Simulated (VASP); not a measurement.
Consider the following.

```
Ir16Cl
1.0
    5.47559     0.00000     0.00000
    2.73780     4.74200     0.00000
    0.00000     0.00000    20.82225
Ir Cl
16 1
Direct
  0.00000   0.00000   0.33897
  0.50000   0.00000   0.33897
  0.00000   0.50000   0.33897
  0.50000   0.50000   0.33897
  0.16667   0.16667   0.44632
  0.66667   0.16667   0.44632
  0.16667   0.66667   0.44632
  0.66667   0.66667   0.44632
  0.83333   0.33333   0.55368
  0.33333   0.33333   0.55368
  0.83333   0.83333   0.55368
  0.33333   0.83333   0.55368
  0.00000   0.00000   0.66104
  0.50000   0.00000   0.66104
  0.00000   0.50000   0.66104
  0.50000   0.50000   0.66104
  0.00000   0.00000   0.77870
```

Calculation: PBE GGA, VASP's PBE PAW potentials (set 64) (plane waves; VASP 6.6.1). Run with PREC = Normal, EDIFF = 1E-5, 400 eV cut-off, 6×6×1 Γ-centred mesh, first-order Methfessel-Paxton smearing of 0.10 eV, potentials Ir Cl.

Task: The ions are relaxed. What does this cell relax into?

Result: 
```
Ir16Cl
1.0
    5.47559     0.00000     0.00000
    2.73780     4.74200     0.00000
    0.00000     0.00000    20.82225
Ir Cl
16 1
Direct
  0.00000   0.00000   0.34206
  0.49898   0.00204   0.34162
  0.00204   0.49898   0.34162
  0.49898   0.49898   0.34162
  0.16637   0.16637   0.44758
  0.66726   0.16637   0.44758
  0.16637   0.66726   0.44758
  0.66667   0.66667   0.44587
  0.83410   0.33179   0.55385
  0.33333   0.33333   0.55304
  0.83410   0.83410   0.55385
  0.33179   0.83410   0.55385
  0.00000   0.00000   0.66169
  0.49935   0.00129   0.65792
  0.00129   0.49935   0.65792
  0.49935   0.49935   0.65792
  0.00000   0.00000   0.77312
```

Task: How much energy does the relaxation gain?

Result: The energy (σ→0) changes by -12.0 meV/atom, in 11 ionic steps.

```tsv
step	E(σ→0) (eV)	max force (eV/Å)	pressure (GPa)	volume (Å³)
1	-137.1399	1.063	-4.62	540.66
2	-137.2925	0.352	-3.91	540.66
3	-137.3024	0.334	-3.62	540.66
4	-137.3267	0.291	-3.28	540.66
5	-137.3344	0.250	-2.97	540.66
6	-137.3345	0.243	-2.92	540.66
7	-137.3406	0.148	-2.67	540.66
8	-137.3406	0.154	-2.67	540.66
9	-137.3425	0.065	-2.63	540.66
10	-137.3429	0.049	-2.60	540.66
11	-137.3434	0.020	-2.61	540.66
```

The cell is a thin slab with vacuum, built from Ir (fcc): (111) face, Cl adsorbed.
